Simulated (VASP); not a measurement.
A run of VASP 6.6.1 is set up as follows.

Contents of INCAR:

```
PREC     = Accurate       # precision mode
ENCUT    = 520            # plane-wave cutoff, eV
EDIFF    = 1E-6           # SCF threshold, eV
ISMEAR   = 0              # smearing method
SIGMA    = 0.05           # smearing width, eV
LREAL    = False          # projectors in reciprocal space
LASPH    = True           # aspherical terms in the spheres
NELM     = 120            # most SCF steps
ALGO     = Normal         # electronic algorithm
ISIF     = 2              # what is computed and relaxed
LWAVE    = False          # write WAVECAR
LCHARG   = False          # write CHGCAR
ISPIN    = 2              # spin polarisation
MAGMOM   = 4 0            # initial moments
LORBIT   = 11             # projections on sites
LMAXMIX  = 6              # l up to which the mixer works
LDAU     = True           # DFT+U
LDAUTYPE = 2            
LDAUL    = 3 -1           # shell
LDAUU    = 4 0            # U, eV
LDAUJ    = 0 0          
LDAUPRINT= 1            
METAGGA  = R2SCAN         # meta-GGA
LMIXTAU  = True         
NBANDS   = 24             # bands
```

Contents of KPOINTS:

```
Automatic mesh
0
Gamma
  7 7 6
```

File POSCAR:

```
HoO
1.0
    3.0640300800      0.0000000000      0.0000000000
   -1.5320150400      2.6535278900      0.0000000000
    0.0000000000      0.0000000000      2.9903415500
Ho O
1 1
Direct
    0.0000000000      0.0000000000      0.0000000000
    0.6666666667      0.3333333333      0.5000000000
```

Potentials or basis: VASP PAW PBE potentials, release 64 (Ho, O).

Command:

```bash
$ cat potpaw_PBE.64/Ho/POTCAR potpaw_PBE.64/O/POTCAR > POTCAR
$ mpirun -np 1 vasp_std > vasp.out
```

(1) Estimate the pressure.

(2) Estimate the band gap on the k mesh.

(3) Estimate the site moments.

Results:

(1) 33.2 GPa.

(2) none (metal or under the smearing width).

(3) Ho +4.36; O +0.00 μB.

Caveat: the magnetic or orbital state may not be the lowest; a pressure of tens of GPa on the cell as given is suspect, and the run, the potentials or the cell itself is likely at fault; the PAW data sets were made with another functional, which shifts forces and pressure a little; spin-orbit coupling is left out, which moves the levels of the heavy elements.
